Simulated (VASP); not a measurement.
# Cu (Fm-3m) in VASP: elastic constants with LDA

Aim: the elastic constants of Cu with LDA.

Program: VASP 6.6.1. These are calculated values, not measurements. Logs are shortened: lines on timing, memory, paths and dates and some standing lists are left out, and cuts for length are marked.

## 1. The structure

Symmetry: Fm-3m, No. 225, cubic system. Conventional cell: a = 3.524 Å, b = 3.524 Å, c = 3.524 Å, α = 90.00°, β = 90.00°, γ = 90.00°. Cu (site symmetry m-3m) has 12 Cu at 2.49 Å as nearest neighbours.

The cell was built by a generator and needn't be a form met in nature.

## 2. Elastic constants, LDA

Input file POSCAR:

```
Cu
1.0
    0.0000000000      1.7619130703      1.7619130703
    1.7619130703     -0.0000000000      1.7619130703
    1.7619130703      1.7619130703     -0.0000000000
  Cu
     1
Direct
     0.0000000000000000    0.0000000000000000    0.0000000000000000
```

Input file INCAR.step1:

```
SYSTEM = Cu
PREC     = Accurate       ! precision mode
ENCUT    = 600            ! plane-wave cutoff, eV
EDIFF    = 1E-8           ! SCF threshold, eV
ISMEAR   = 1              ! smearing method
SIGMA    = 0.2            ! smearing width, eV
LREAL    = .FALSE.        ! projectors in reciprocal space
LASPH    = .TRUE.         ! aspherical terms in the spheres
NELM     = 80             ! most SCF steps
ALGO     = Normal         ! electronic algorithm
ISIF     = 3              ! what is computed and relaxed
LWAVE    = .FALSE.        ! write WAVECAR
LCHARG   = .FALSE.        ! write CHGCAR
KPAR     = 8            
IBRION   = 2              ! ionic algorithm
NSW      = 40             ! ionic steps
EDIFFG   = -0.002         ! ionic threshold
```

Input file INCAR.step2:

```
SYSTEM = Cu
PREC     = Accurate       ! precision mode
ENCUT    = 600            ! plane-wave cutoff, eV
EDIFF    = 1E-8           ! SCF threshold, eV
ISMEAR   = 1              ! smearing method
SIGMA    = 0.2            ! smearing width, eV
LREAL    = .FALSE.        ! projectors in reciprocal space
LASPH    = .TRUE.         ! aspherical terms in the spheres
NELM     = 80             ! most SCF steps
ALGO     = Normal         ! electronic algorithm
ISIF     = 3              ! what is computed and relaxed
LWAVE    = .FALSE.        ! write WAVECAR
LCHARG   = .FALSE.        ! write CHGCAR
KPAR     = 8            
IBRION   = 6              ! ionic algorithm
NFREE    = 2            
POTIM    = 0.015          ! step
NSW      = 1              ! ionic steps
```

Input file KPOINTS:

```
Automatic mesh
0
G
  32 32 32
  0 0 0
```

Potentials or basis: VASP PAW LDA potentials, release 64 (Cu).

Command:

```bash
> cat potpaw_LDA.64/Cu/POTCAR > POTCAR
> cp INCAR.step1 INCAR
> mpirun -np 8 vasp_std > vasp.out
> cp CONTCAR POSCAR
> cp INCAR.step2 INCAR
> mpirun -np 8 vasp_std > vasp.out
```

OUTCAR:

```text
SYSTEM = Cu
   PREC = Accurate
   ENCUT = 600
   EDIFF = 1E-8
   ISMEAR = 1
   LREAL = .FALSE.
   LASPH = .TRUE.
   NELM = 80
   ISIF = 3
   IBRION = 6
   NFREE = 2
   POTIM = 0.015
   NSW = 1

 ion  position               nearest neighbor table
   1  0.000  0.000  0.000-

  LATTYP: Found a face centered cubic cell.
 ALAT       =     3.5238261406

  Lattice vectors:

 A1 = (   0.0000000000,   1.7619130703,   1.7619130703)
 A2 = (   1.7619130703,   0.0000000000,   1.7619130703)
 A3 = (   1.7619130703,   1.7619130703,   0.0000000000)

Analysis of symmetry for initial positions (statically):
=====================================================================
 Subroutine PRICEL returns:
 Original cell was already a primitive cell.

 Routine SETGRP: Setting up the symmetry group for a
 face centered cubic supercell.

 Subroutine GETGRP returns: Found 48 space group operations
 (whereof 48 operations were pure point group operations)
 out of a pool of 48 trial point group operations.

The static configuration has the point symmetry O_h .

Analysis of symmetry for dynamics (positions and initial velocities):
=====================================================================
 Subroutine PRICEL returns:
 Original cell was already a primitive cell.

 Routine SETGRP: Setting up the symmetry group for a
 face centered cubic supercell.

 Subroutine GETGRP returns: Found 48 space group operations
 (whereof 48 operations were pure point group operations)
 out of a pool of 48 trial point group operations.

The dynamic configuration has the point symmetry O_h .

 Subroutine INISYM returns: Found 48 space group operations
 (whereof 48 operations are pure point group operations),
 and found     1 'primitive' translations

----------------------------------------------------------------------------------------

[... 337 lines left out ...]
      1      -1.6080      2.00000
      2       5.0186      2.00000
      3       5.0186      2.00000
      4       5.0186      2.00000
      5       5.9617      2.00000
      6       5.9617      2.00000
      7      31.6241      0.00000
      8      34.7060      0.00000
      9      34.7060      0.00000
[... 265 lines left out ...]
 k-point    24 :       0.2188    0.0312    0.0000
  band No.  band energies     occupation
      1       0.0178      2.00000
      2       4.7414      2.00000
      3       5.2098      2.00000
      4       5.2145      2.00000
      5       5.9094      2.00000
      6       6.0311      2.00000
      7      23.5936      0.00000
      8      31.4904      0.00000
      9      31.5763      0.00000

 [... further k-points ...]

------------------------ aborting loop because EDIFF is reached ----------------------------------------

  FORCE on cell =-STRESS in cart. coord.  units (eV):
  Direction    XX          YY          ZZ          XY          YZ          ZX
  --------------------------------------------------------------------------------------
  -------------------------------------------------------------------------------------
  Total       -0.0010898     -0.0010898     -0.0010898     -0.0000000     -0.0000000      0.0000000
  in kB       -0.1596160     -0.1596160     -0.1596160     -0.0000000     -0.0000000      0.0000000
  external PRESSURE =      -0.1596160 kB  Pullay stress =       0.0000000 kB
[... 16 lines left out ...]
  FREE ENERGIE OF THE ION-ELECTRON SYSTEM (eV)
  ---------------------------------------------------
  free  energy   TOTEN  =        -4.7080209796 eV

  energy  without entropy=       -4.7084697385  energy(sigma->0) =       -4.70817057

 INTERNAL STRAIN TENSORS FROM STRAINED CELLS
 ============================================

 INTERNAL STRAIN TENSOR FOR ION    1 for displacements in x,y,z  (eV/Angst):
          X           Y           Z          XY          YZ          ZX
  --------------------------------------------------------------------------------
  x    -0.00000     0.00000    -0.00000     0.00000     0.00000     0.00000
  y     0.00000     0.00000    -0.00000     0.00000     0.00000     0.00000
  z    -0.00000    -0.00000     0.00000     0.00000     0.00000    -0.00000

 INTERNAL STRAIN TENSORS FROM DISPLACED ATOMS
 ============================================

 INTERNAL STRAIN TENSOR FOR ION    1 for displacements in x,y,z  (eV/Angst):
          X           Y           Z          XY          YZ          ZX
  --------------------------------------------------------------------------------
  x     0.00000     0.00000     0.00000     0.00000     0.00000     0.00000
  y     0.00000     0.00000     0.00000     0.00000     0.00000     0.00000
  z     0.00000     0.00000     0.00000     0.00000     0.00000     0.00000

 Eigenvectors and eigenvalues of the dynamical matrix
 ----------------------------------------------------

   1 f/i=    0.000000 THz     0.000000 2PiTHz    0.000000 cm-1     0.000000 meV
             X         Y         Z           dx          dy          dz
      0.000000  0.000000  0.000000     0.316228    0.948683    0.000000

   2 f/i=    0.000000 THz     0.000000 2PiTHz    0.000000 cm-1     0.000000 meV
             X         Y         Z           dx          dy          dz
      0.000000  0.000000  0.000000     0.948683   -0.316228    0.000000

   3 f/i=    0.000000 THz     0.000000 2PiTHz    0.000000 cm-1     0.000000 meV
             X         Y         Z           dx          dy          dz
      0.000000  0.000000  0.000000     0.000000    0.000000    1.000000

--------------------------------------------------------------------------------------------------------

 ELASTIC MODULI CONTR FROM IONIC RELAXATION (kBar)
 Direction    XX          YY          ZZ          XY          YZ          ZX
 --------------------------------------------------------------------------------
 XX           0.0000      0.0000      0.0000      0.0000      0.0000      0.0000
 YY           0.0000      0.0000      0.0000      0.0000      0.0000      0.0000
 ZZ           0.0000      0.0000      0.0000      0.0000      0.0000      0.0000
 XY           0.0000      0.0000      0.0000      0.0000      0.0000      0.0000
 YZ           0.0000      0.0000      0.0000      0.0000      0.0000      0.0000
 ZX           0.0000      0.0000      0.0000      0.0000      0.0000      0.0000
 --------------------------------------------------------------------------------

 TOTAL ELASTIC MODULI (kBar)
 Direction    XX          YY          ZZ          XY          YZ          ZX
 --------------------------------------------------------------------------------
 XX        2302.7219   1613.0302   1613.0302     -0.0000     -0.0000      0.0000
 YY        1613.0302   2302.7219   1613.0302      0.0000     -0.0000     -0.0000
 ZZ        1613.0302   1613.0302   2302.7219     -0.0000     -0.0000      0.0000
 XY          -0.0000      0.0000     -0.0000   1024.6608      0.0000      0.0000
 YZ          -0.0000     -0.0000     -0.0000      0.0000   1024.6608      0.0000
 ZX           0.0000     -0.0000      0.0000      0.0000      0.0000   1024.6608
 --------------------------------------------------------------------------------
```

OUTCAR.step1:

```text
SYSTEM = Cu
   PREC = Accurate
   ENCUT = 600
   EDIFF = 1E-8
   ISMEAR = 1
   LREAL = .FALSE.
   LASPH = .TRUE.
[... 510 lines left out ...]
      0.00000      0.00000      0.00000         0.000000      0.000000      0.000000
 -----------------------------------------------------------------------------------
    total drift:                                0.000000      0.000000      0.000000

  FREE ENERGIE OF THE ION-ELECTRON SYSTEM (eV)
  ---------------------------------------------------
  free  energy   TOTEN  =        -4.7080242821 eV

  energy  without entropy=       -4.7084730392  energy(sigma->0) =       -4.70817387

 reached required accuracy - stopping structural energy minimisation
```

Wall time 9.3 min (8 MPI ranks of Intel Xeon Platinum 8559C (Emerald Rapids), shared host); peak memory 1.7 GiB.

What came out:

* Elastic constants C11, C12, C44: 230, 161, 102 GPa
* Voigt bulk modulus: 184 GPa

Elastic tensor in Voigt notation (GPa, in the Cartesian axes of the cell as first typed):
```
230 161 161   0   0   0
161 230 161   0   0   0
161 161 230   0   0   0
  0   0   0 102   0   0
  0   0   0   0 102   0
  0   0   0   0   0 102
```

Clamped-ion elastic tensor (GPa):
```
230 161 161   0   0   0
161 230 161   0   0   0
161 161 230   0   0   0
  0   0   0 102   0   0
  0   0   0   0 102   0
  0   0   0   0   0 102
```
